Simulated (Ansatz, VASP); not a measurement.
# Hf4O5 (amorphous HfO1.25) in two plane-wave programs

One calculation is typed for both programs; each brings its own data sets. How far apart do they land? The structure shown is the start of the Ansatz relaxation below; VASP solves that cell, so the two are compared at the walk's first step.

Program: Ansatz 0.2.0. Level of theory: plane waves, with VASP 6.6.1 beside it; single point at PBE. Results are calculated unless marked as measured.

## (1) Starting point

The cell holds 54 atoms: 24 Hf and 30 O. Its edges and angles: a = 9.173 Å, b = 9.173 Å, c = 9.173 Å, α = 90.0°, β = 90.0°, γ = 90.0°. 54 atoms (24 Hf, 30 O) packed at random and pushed apart as soft spheres at 10.2 g/cm^3; MD (Langevin at fixed volume unless said) with the MACE-MP-0b2 small potential (Batatia et al., arXiv:2401.00096), steps of 2 fs: 0.7 ps at 3200 K, 3200 to 1920 K in 0.7 ps, 1920 to 300 K in 2 ps; then atoms relaxed.

## (2) Ansatz: relaxation, PBE

Ansatz runs on its default PAW (the set named soft_2) files.

The two programs are compared at the cell with which this relaxation starts, whose forces are those of its first step.

The input, input.yaml:

```yaml
crystal:
  lattice:
    - [9.17316, 0.0, 0.0]
    - [0.0, 9.17316, 0.0]
    - [0.0, 0.0, 9.17316]
  atoms:
    - { symbol: Hf, position: [0.52749, 0.86428, 0.13351] }
    - { symbol: Hf, position: [0.81108, 0.56808, 0.60281] }
    - { symbol: Hf, position: [0.14075, 0.81077, 0.1163] }
    - { symbol: Hf, position: [0.32139, 0.16876, 0.30301] }
    - { symbol: Hf, position: [0.04797, 0.34437, 0.49366] }
    - { symbol: Hf, position: [0.78784, 0.67153, 0.05266] }
    - { symbol: Hf, position: [0.01677, 0.47526, 0.17901] }
    - { symbol: Hf, position: [0.49424, 0.34838, 0.9223] }
    - { symbol: Hf, position: [0.35724, 0.51694, 0.2121] }
    - { symbol: Hf, position: [0.84501, 0.09449, 0.17639] }
    - { symbol: Hf, position: [0.50141, 0.81652, 0.46993] }
    - { symbol: Hf, position: [0.54137, 0.66285, 0.82147] }
    - { symbol: Hf, position: [0.87389, 0.76481, 0.35003] }
    - { symbol: Hf, position: [0.31381, 0.07548, 0.6453] }
    - { symbol: Hf, position: [0.90271, 0.25595, 0.81513] }
    - { symbol: Hf, position: [0.18206, 0.51508, 0.82665] }
    - { symbol: Hf, position: [0.66153, 0.15773, 0.50321] }
    - { symbol: Hf, position: [0.95744, 0.80463, 0.80893] }
    - { symbol: Hf, position: [0.16864, 0.68715, 0.51286] }
    - { symbol: Hf, position: [0.19482, 0.16992, 0.97596] }
    - { symbol: Hf, position: [0.64251, 0.01239, 0.83928] }
    - { symbol: Hf, position: [0.96769, 0.01305, 0.56207] }
    - { symbol: Hf, position: [0.71908, 0.46419, 0.2998] }
    - { symbol: Hf, position: [0.44482, 0.45813, 0.56574] }
    - { symbol: O, position: [0.59244, 0.65371, 0.60007] }
    - { symbol: O, position: [0.19472, 0.38314, 0.31437] }
    - { symbol: O, position: [0.47282, 0.98963, 0.32019] }
    - { symbol: O, position: [0.48464, 0.86216, 0.90276] }
    - { symbol: O, position: [0.78022, 0.65452, 0.82408] }
    - { symbol: O, position: [0.97105, 0.12577, 0.99885] }
    - { symbol: O, position: [0.34911, 0.73217, 0.14513] }
    - { symbol: O, position: [0.37694, 0.15692, 0.84248] }
    - { symbol: O, position: [0.65227, 0.72162, 0.26804] }
    - { symbol: O, position: [0.85841, 0.00517, 0.7694] }
    - { symbol: O, position: [0.36637, 0.29029, 0.10915] }
    - { symbol: O, position: [0.07062, 0.37216, 0.96447] }
    - { symbol: O, position: [0.55464, 0.99219, 0.62309] }
    - { symbol: O, position: [0.15207, 0.73251, 0.90012] }
    - { symbol: O, position: [0.91579, 0.86837, 0.13852] }
    - { symbol: O, position: [0.66483, 0.39458, 0.51029] }
    - { symbol: O, position: [0.15587, 0.13034, 0.48425] }
    - { symbol: O, position: [0.42878, 0.23063, 0.50539] }
    - { symbol: O, position: [0.90282, 0.30238, 0.28023] }
    - { symbol: O, position: [0.86908, 0.21851, 0.58166] }
    - { symbol: O, position: [0.37813, 0.62243, 0.41621] }
    - { symbol: O, position: [0.94895, 0.77428, 0.5696] }
    - { symbol: O, position: [0.29617, 0.86398, 0.56358] }
    - { symbol: O, position: [0.67965, 0.24157, 0.85143] }
    - { symbol: O, position: [0.8087, 0.00875, 0.38875] }
    - { symbol: O, position: [0.21503, 0.47389, 0.59754] }
    - { symbol: O, position: [0.09825, 0.6716, 0.29328] }
    - { symbol: O, position: [0.97052, 0.44105, 0.70187] }
    - { symbol: O, position: [0.65647, 0.04006, 0.06876] }
    - { symbol: O, position: [0.21489, 0.02786, 0.15608] }
kpoints:
  mp_grid: { grid: [1, 1, 1] }
hamiltonian:
  xc: pbe
scf:
  occupations: { method: fermi_dirac, width: 0.025 }
output:
  forces: true
relax:
  f_tol: 0.04
  max_steps: 250
  cell: {}
```

On the command line:

```console
$ ansatz run input.yaml --threads 4 --pin off --max-ram 8192MiB --backend cpu --events-out ev --progress --plain --runs-dir out
```

Numbers of over 12 decimals in the logs are rounded to 6 here.

Log:

```text
Engine: ansatz 0.2.0, x86_64-unknown-linux-gnu
Pseudopotentials: kind: paw
Pseudopotential: Hf, paw, valence charge 26, recommended cutoff 420 eV (normal), Hf.paw.azcp
Pseudopotential: O, paw, valence charge 6, recommended cutoff 420 eV (normal), O.paw.azcp
Functional definition: PBE
  parameter kappa = 0.804
  parameter beta = 0.066725
  exchange = pbe_x(kappa = kappa, mu = beta*pi^2/3)
  correlation = pbe_c(beta = beta)
Crystal: 54 atoms, lattice volume = 771.893 Å³
Basis set: ecut = 420 eV, 15155 PW (Γ), exchange–correlation on 128×128×128 points (8 copies of the dense FFT grid, shifted against one another)
Bands: 483, of which v1, the nominal top of the filled ones, is band 402 counted from 1 (401 counted from 0)
Symmetry: 1 space group operations
Space group: P1 (ITA 1), of the structure as read, at distance tolerance 9.2e-5 Å
k-points: 1
Non-local potential: Hf, projectors of the file, l = 0: 3, l = 1: 2, l = 2: 2, l = 3: 3
Non-local potential: O, projectors of the file, l = 0: 2, l = 1: 2, l = 2: 1
PAW form: soft (Blöchl's): semilocal exchange-correlation on the pseudo side does not see the compensation charge
PAW one-centre angular grid: Hf, 590 points (default); XC on 64 Gauss nodes
PAW one-centre angular grid: O, 110 points (default); XC on 64 Gauss nodes
Initial density: superposition of atomic densities (neutral atoms: chi_scale 0, normalization atom), corrected by the library's trained network
Initial wavefunctions: pseudopotential atomic-orbital guess
Functional: x = pbe(κ = 0.804, μ = 0.219515), c = pbe(β = 0.066725)
SCF iter   1: F=—  HF=-394394.642726 eV  |F-HF|=—  |Δ(HF+E_count)|=         —  Δρ=1.10e-2  dr2=2.30e0  ethr=1.77e-3  ⟨swp⟩=5.0  Hψ=1405  notcnv=0  defer=47
preconditioner: auto → LDOS  [insulator: Δε(μ)=0.065 eV  Ē_g=17.640 eV  σ=0.025 eV  W_gap=0.57  n_scr=256 (ndim 8)  ℏωp=36.7 eV  f_vac=0.048  D(μ)=28.71/eV (n_scr^D=250)  ε∞_Penn≈5.3  β→1.0]
SCF iter   2: F=—  HF=-394394.416536 eV  |F-HF|=—  |Δ(HF+E_count)|=   2.26e-1  Δρ=5.86e-3  dr2=4.21e-1  ethr=2.86e-4  ⟨swp⟩=2.0  Hψ=657  notcnv=0  defer=66
SCF iter   3: F=—  HF=-394394.363598 eV  |F-HF|=—  |Δ(HF+E_count)|=   5.29e-2  Δρ=2.65e-3  dr2=1.39e-1  ethr=5.24e-5  ⟨swp⟩=3.0  Hψ=836  notcnv=0  defer=66
SCF iter   4: F=—  HF=-394394.346190 eV  |F-HF|=—  |Δ(HF+E_count)|=   1.74e-2  Δρ=1.13e-3  dr2=2.94e-2  ethr=1.72e-5  ⟨swp⟩=2.0  Hψ=817  notcnv=0  defer=66
SCF iter   5: F=—  HF=-394394.343459 eV  |F-HF|=—  |Δ(HF+E_count)|=   2.73e-3  Δρ=5.08e-4  dr2=4.93e-3  ethr=3.66e-6  ⟨swp⟩=2.0  Hψ=803  notcnv=0  defer=66
SCF iter   6: F=—  HF=-394394.342793 eV  |F-HF|=—  |Δ(HF+E_count)|=   6.66e-4  Δρ=2.62e-4  dr2=1.24e-3  ethr=6.13e-7  ⟨swp⟩=2.0  Hψ=803  notcnv=0  defer=66
SCF iter   7: F=—  HF=-394394.342695 eV  |F-HF|=—  |Δ(HF+E_count)|=   9.78e-5  Δρ=1.22e-4  dr2=2.46e-4  ethr=1.55e-7  ⟨swp⟩=2.0  Hψ=803  notcnv=0  defer=66
SCF iter   8: F=—  HF=-394394.342686 eV  |F-HF|=—  |Δ(HF+E_count)|=   9.10e-6  Δρ=5.85e-5  dr2=4.68e-5  ethr=3.06e-8  ⟨swp⟩=2.0  Hψ=806  notcnv=0  defer=66
SCF iter   9: F=—  HF=-394394.344931 eV  |F-HF|=—  |Δ(HF+E_count)|=   2.24e-3  Δρ=2.88e-5  dr2=1.31e-5  ethr=5.82e-9  ⟨swp⟩=2.0  Hψ=875  notcnv=0  defer=66
SCF iter  10: F=—  HF=-394394.344930 eV  |F-HF|=—  |Δ(HF+E_count)|=   1.02e-6  Δρ=1.37e-5  dr2=2.95e-6  ethr=1.62e-9  ⟨swp⟩=2.0  Hψ=804  notcnv=0  defer=66
SCF iter  11: F=—  HF=-394394.344930 eV  |F-HF|=—  |Δ(HF+E_count)|=   1.15e-8  Δρ=7.54e-6  dr2=8.35e-7  ethr=3.67e-10  ⟨swp⟩=2.0  Hψ=699  notcnv=0  defer=66
SCF iter  12: F=—  HF=-394394.344930 eV  |F-HF|=—  |Δ(HF+E_count)|=   4.77e-9  Δρ=3.74e-6  dr2=2.18e-7  ethr=1.04e-10  ⟨swp⟩=2.0  Hψ=699  notcnv=0  defer=66
SCF iter  13: F=-394394.344930 eV  HF=-394394.344930 eV  |F-HF|=3.12e-8  |Δ(HF+E_count)|=   1.39e-8  Δρ=1.80e-6  dr2=4.93e-8  ethr=1.24e-11  ⟨swp⟩=5.0  Hψ=1692  notcnv=0
SCF 1 converged in 13 iterations: F = -394394.344930 eV  dr2 = 4.93e-8
  greatest PAW one-centre occupation: 0.999 electrons in one spin orbital (limit 2), on the Hf atom at site 2 (counted from 0), in its partial waves of l = 0
relax step   1: F+E_penalty+E_count = -394394.34492978 eV  Δ(F+E_penalty+E_count) = +0.000e0 eV  max|allowed force component| = 1.856e0 eV/Å  Δτ_max = 0.0000 Å  P = -0.068 GPa  Ω = 771.893 Å³  (13 SCF iters, dr2 threshold 1.00e-7 eV, accepted)
Crystal: 54 atoms, lattice volume = 756.683 Å³
Basis set: ecut = 420 eV, 14791 PW (Γ), exchange–correlation on 128×128×128 points (8 copies of the dense FFT grid, shifted against one another)
Initial density: handed on by an earlier stage of this run
Initial wavefunctions: those handed on with the density
iter 1 solved again at ethr=2.07e-3 eV; its pass at ethr=3.10e-3 eV (dr2=1.67e1 eV) is discarded
SCF iter   1: F=—  HF=-394399.936110 eV  |F-HF|=—  |Δ(HF+E_count)|=         —  Δρ=2.81e-2  dr2=1.68e1  ethr=2.07e-3  ⟨swp⟩=3.0  Hψ=2190  notcnv=0
[...]
Free energy (F): -394402.962312 eV
Harris-Foulkes:  -394402.962312 eV  (|F-HF|=5.82e-11)
Internal energy: -394402.960588 eV  (E = F + TS)
E sigma→0 (E₀):  -394402.961450 eV
Entropy (-TS):   -0.001724 eV (-0.032 meV/atom)
Fermi energy:    17.424611 eV
--- Per-component energies (eV) ---
  E_band       = -305.436740
  E_kinetic    = 15382.621895
  E_local      = -142651.006590  (includes V_loc(G=0)·N_el)
  E_nonlocal   = -28411.646242
  E_hartree    = 65726.158026
  E_xc         = -9403.909578
  E_vxc        = -9201.008958  (∫ρ·V_xc dr)
  E_paw        = -170990.280612  (= ΣΔE_a)
  E_vpaw       = 33123.211833  (= ΣTr[D̂ρ^β])
  E_aug_tail   = 0.073707  (compensation charges beyond the density's cutoff)
  E_ewald      = -124054.971194
  E_smearing   = -0.001724  (= −TS)
  E_closure    = -0.000000  (closes the sum)
  Σ components = -394402.962312   (vs F -394402.962312, Δ=0.00e0)
--- Forces (eV/Å), atoms counted from 1 ---
  atom   1  Hf     0.00788591    -0.00140000    -0.00588859
  atom   2  Hf    -0.00053424     0.00882415     0.00230111
  atom   3  Hf     0.00095001    -0.00443927    -0.00578586
  atom   4  Hf    -0.00388630    -0.01165721     0.01459498
  atom   5  Hf     0.02008600     0.01219446     0.00484212
  atom   6  Hf     0.01054885    -0.00301220     0.01475023
  atom   7  Hf    -0.00861904    -0.00882047    -0.01064430
  atom   8  Hf     0.00282231     0.01654512    -0.02951650
  atom   9  Hf    -0.00310634     0.00317662     0.02200447
  atom  10  Hf    -0.00017341    -0.01562566     0.01201562
  atom  11  Hf    -0.02225178    -0.01276507    -0.00548557
  atom  12  Hf     0.01619138     0.00449227     0.00726571
  atom  13  Hf    -0.01267399     0.00942750     0.01223006
  atom  14  Hf    -0.00072847    -0.02115038    -0.01450782
  atom  15  Hf     0.00434478     0.00008040    -0.01330012
  atom  16  Hf    -0.01741586    -0.01210868     0.01395580
  atom  17  Hf    -0.00098880    -0.00590162     0.00469700
  atom  18  Hf     0.00683906     0.00849992    -0.01099644
  atom  19  Hf    -0.00556429    -0.01199151    -0.01802212
  atom  20  Hf    -0.00237976    -0.00704630     0.00063494
  atom  21  Hf    -0.01017236    -0.01838118    -0.00089667
  atom  22  Hf    -0.00124558     0.00404710     0.01648999
  atom  23  Hf    -0.00144613    -0.01418367    -0.02546338
  atom  24  Hf    -0.00296299     0.01060180    -0.00251458
[...]
atom  47  O      0.01532077     0.00900624     0.00497184
  atom  48  O      0.00059834     0.00402079     0.00562784
  atom  49  O     -0.00324147     0.00672324     0.00162775
  atom  50  O      0.00006521    -0.01837643     0.00819733
  atom  51  O      0.00971500    -0.00365652     0.00842362
  atom  52  O     -0.00826684    -0.00054132    -0.00464367
  atom  53  O      0.00420743     0.00581744     0.00665073
  atom  54  O      0.00397921     0.00636988     0.00906782
  max |Σ_I F_I| component: 5.64e-6 eV/Å
--- Stress (GPa, compression-positive) ---
        0.015287      -0.000843      -0.018135
       -0.000843       0.034028       0.005769
       -0.018135       0.005769       0.005555
  P = ⅓ Tr σ = 0.0183 GPa (0.183 kbar)
--- Relaxed structure (33 steps of the walk, 28 accepted, 2 SCFs on fresh bases) ---
  F+E_penalty+E_count = -394402.96231158 eV   max|allowed force component| = 3.235e-2 eV/Å   (the final SCF, on the basis selected at the relaxed cell)
  cell:  # Å, volume = 751.2916 Å³
    - [9.021146, 0.136829, 0.017732]
    - [0.136829, 9.238784, -0.439932]
    - [0.017732, -0.439932, 9.037340]
  atoms:
    - { symbol: Hf, position: [0.511216, 0.899433, 0.122482] }
    - { symbol: Hf, position: [0.768295, 0.583502, 0.636654] }
    - { symbol: Hf, position: [0.194307, 0.777083, 0.131208] }
    - { symbol: Hf, position: [0.331055, 0.192814, 0.298028] }
    - { symbol: Hf, position: [0.028359, 0.324262, 0.495554] }
    - { symbol: Hf, position: [0.737083, 0.604159, 0.023642] }
    - { symbol: Hf, position: [0.031662, 0.470735, 0.166771] }
    - { symbol: Hf, position: [0.515855, 0.354462, 0.930599] }
    - { symbol: Hf, position: [0.384428, 0.522996, 0.228475] }
    - { symbol: Hf, position: [0.857384, 0.081204, 0.169506] }
    - { symbol: Hf, position: [0.501971, 0.786529, 0.471364] }
    - { symbol: Hf, position: [0.433299, 0.662307, 0.866684] }
    - { symbol: Hf, position: [0.845188, 0.727156, 0.334148] }
    - { symbol: Hf, position: [0.245031, 0.088116, 0.640607] }
    - { symbol: Hf, position: [0.901530, 0.252757, 0.827103] }
    - { symbol: Hf, position: [0.146137, 0.526519, 0.817702] }
    - { symbol: Hf, position: [0.631491, 0.161573, 0.480156] }
    - { symbol: Hf, position: [0.985331, 0.828234, 0.865760] }
    - { symbol: Hf, position: [0.151069, 0.739011, 0.545701] }
    - { symbol: Hf, position: [0.211935, 0.162760, 0.974088] }
    - { symbol: Hf, position: [0.618691, 0.023004, 0.812226] }
    - { symbol: Hf, position: [0.935017, -0.00420904, 0.567719] }
    - { symbol: Hf, position: [0.717245, 0.420725, 0.305694] }
    - { symbol: Hf, position: [0.420289, 0.457153, 0.587818] }
    - { symbol: O, position: [0.547015, 0.666205, 0.650976] }
    - { symbol: O, position: [0.192319, 0.388663, 0.313969] }
    - { symbol: O, position: [0.506148, 1.037289, 0.321607] }
    - { symbol: O, position: [0.494970, 0.876172, 0.890449] }
    - { symbol: O, position: [0.790438, 0.717332, 0.843312] }
    - { symbol: O, position: [0.988420, 0.131687, 0.997155] }
    - { symbol: O, position: [0.388238, 0.775267, 0.269714] }
    - { symbol: O, position: [0.398989, 0.153448, 0.824244] }
    - { symbol: O, position: [0.697836, 0.782509, 0.172111] }
    - { symbol: O, position: [0.849923, 0.00491965, 0.779860] }
    - { symbol: O, position: [0.376389, 0.302341, 0.099522] }
    - { symbol: O, position: [0.093878, 0.361232, 0.954532] }
    - { symbol: O, position: [0.623181, 0.962508, 0.583286] }
    - { symbol: O, position: [0.208596, 0.749298, 0.899246] }
    - { symbol: O, position: [0.985758, 0.881577, 0.092631] }
    - { symbol: O, position: [0.649206, 0.401466, 0.529750] }
    - { symbol: O, position: [0.155703, 0.129044, 0.424872] }
    - { symbol: O, position: [0.415799, 0.222538, 0.531943] }
    - { symbol: O, position: [0.920682, 0.285878, 0.269280] }
    - { symbol: O, position: [0.847047, 0.203457, 0.555839] }
    - { symbol: O, position: [0.344597, 0.608202, 0.451390] }
    - { symbol: O, position: [0.904908, 0.764636, 0.569131] }
    - { symbol: O, position: [0.325276, 0.882628, 0.593708] }
    - { symbol: O, position: [0.671370, 0.237284, 0.798720] }
    - { symbol: O, position: [0.844349, -0.029507, 0.355117] }
    - { symbol: O, position: [0.205356, 0.386520, 0.624682] }
    - { symbol: O, position: [0.075828, 0.680549, 0.307996] }
    - { symbol: O, position: [0.936317, 0.433111, 0.709651] }
    - { symbol: O, position: [0.673432, 0.049909, 0.042355] }
    - { symbol: O, position: [0.285973, 0.014528, 0.121015] }
```

(Continued in part 2 of 2.)

[Lines on the potential files, build, host, timing and source positions are cut from VASP's logs without a mark.]

[Logs are printed without paths, hosts, clocks, repeated set-up lines and the standing remarks that a program may print on its own settings, such as how far it seeks lower states.]

[Hosts, paths, dates, database ids (printed as entryN), source tags and the programs' standing remarks are cut or masked in the printed files.]
